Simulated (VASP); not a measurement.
Consider the following.

```
Si
1.0
    3.82943     0.00000     0.00000
   -1.91471     3.31638     0.00000
    0.00000     0.00000     6.32232
Si
4
Direct
  0.33333   0.66667   0.06279
  0.66667   0.33333   0.93721
  0.66667   0.33333   0.56279
  0.33333   0.66667   0.43721
```

Method: PBEsol GGA, VASP's PBE PAW potentials (set 64) (plane waves; VASP). Numerical set-up: 400 eV cut-off, Gaussian smearing of 0.050 eV, potentials Si.

Question: Give the energies of bands 3 to 11 at the high-symmetry points, in eV from the valence-band maximum.

Answer: 
```json
[
 {"band": "3", "Γ": "-7.26", "M": "-7.63", "K": "-6.59", "A": "-4.25", "L": "-7.30", "H": "-7.45"},
 {"band": "4", "Γ": "-1.54", "M": "-6.00", "K": "-6.59", "A": "-4.25", "L": "-7.30", "H": "-7.45"},
 {"band": "5", "Γ": "-1.54", "M": "-4.72", "K": "-5.26", "A": "-0.94", "L": "-2.46", "H": "-4.55"},
 {"band": "6", "Γ": "-0.34", "M": "-3.09", "K": "-3.62", "A": "-0.94", "L": "-2.46", "H": "-4.55"},
 {"band": "7", "Γ": "0.00", "M": "-3.04", "K": "-3.62", "A": "-0.94", "L": "-2.45", "H": "-2.00"},
 {"band": "8", "Γ": "0.00", "M": "-1.45", "K": "-3.38", "A": "-0.94", "L": "-2.45", "H": "-2.00"},
 {"band": "9", "Γ": "0.95", "M": "0.29", "K": "0.70", "A": "1.74", "L": "0.82", "H": "1.49"},
 {"band": "10", "Γ": "1.95", "M": "2.28", "K": "5.29", "A": "1.74", "L": "0.82", "H": "1.49"},
 {"band": "11", "Γ": "1.95", "M": "2.91", "K": "5.37", "A": "2.92", "L": "1.57", "H": "3.51"}
]
```

The gap is indirect, 0.29 eV, from the valence maximum at Γ to the conduction minimum at M.

The structure comes from a computed database's Si entry (P6_3/mmc); how it stands against other phases isn't given here. It was relaxed first.
